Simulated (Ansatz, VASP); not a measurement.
**One calculation of K3ScSi, two programs**

```
K Sc Si
1.0
     7.13959    0.00000    0.00000
     0.00000    7.13959    0.00000
     0.00000    0.00000    7.13959
K Sc Si
3 1 1
Cartesian
  3.5698 0.0000 0.0000
  0.0000 3.5698 0.0000
  0.0000 0.0000 3.5698
  0.0000 0.0000 0.0000
  3.5698 3.5698 3.5698
```

Alike in both runs: functional PBE; k mesh 6 × 6 × 6; occupations gaussian, width 0.1 eV; collinear spin.

Ansatz relaxed the structure, and its values are those at the end. VASP's run is a single point on that final structure, the one shown.

|  | VASP | Ansatz |
| --- | --- | --- |
| version | VASP 6.6.1 | Ansatz 0.2.0 |
| potentials or method | VASP PAW PBE potentials, release 64 (K_sv, Sc_sv, Si) | scalar-relativistic, plane waves, PAW |
| plane-wave cutoff (eV) | 520 | 420 |
| valence electrons in the cell | 42 | 42 |

VASP gave:

```
gap on the k mesh at the Fermi level (eV)                     : none
pressure (GPa)                                                : -0.3
net moment per atom (μB)                                      : 0.00
size of the moment on the site where the two differ most (μB) : 0.55
```

Q: What did Ansatz give for the same quantities?

A: gap on the k mesh at the Fermi level (eV): none; pressure (GPa): 0.0; net moment per atom (μB): 0.00; size of the moment on the site where the two differ most (μB): 1.94.

Site moments also hang on the region over which each program counts them. A gap of «none» marks a metal or a gap that the smearing closes. Ansatz warned: «given_moment_on_shells».
